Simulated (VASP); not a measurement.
SnSe:

```
Sn Se
1.0
    11.48649    0.00000    0.00000
     0.00000    4.17221    0.00000
     0.00000    0.00000    4.37968
Sn Se
4 4
Direct
  0.11763 0.25000 0.09317
  0.38237 0.75000 0.59317
  0.61763 0.25000 0.40683
  0.88237 0.75000 0.90683
  0.35703 0.25000 0.02202
  0.14297 0.75000 0.52202
  0.85703 0.25000 0.47798
  0.64297 0.75000 0.97798
```

Program: VASP 6.6.1. Alike in all runs: task band structure; cell as given; k mesh 4 × 8 × 8; cutoff (eV) 520; smearing gaussian 0.03 eV. Hardware: 4 MPI ranks on Intel(R) Xeon(R) 6975P-C (Granite Rapids), on a shared host.

Task: Order these runs on this cell by their wall time, lowest first.
A. level LDA; potentials or basis VASP PAW LDA potentials, release 64 (Sn_d, Se); spin off
B. level TB-mBJ; potentials or basis VASP PAW PBE potentials, release 64 (Sn_d, Se); spin SOC, no magnetisation
C. level r2SCAN; potentials or basis VASP PAW PBE potentials, release 64 (Sn_d, Se); spin off

Result: A (270 s), C (960 s), B (3600 s).

Runs at the PBE level aren't shown here.
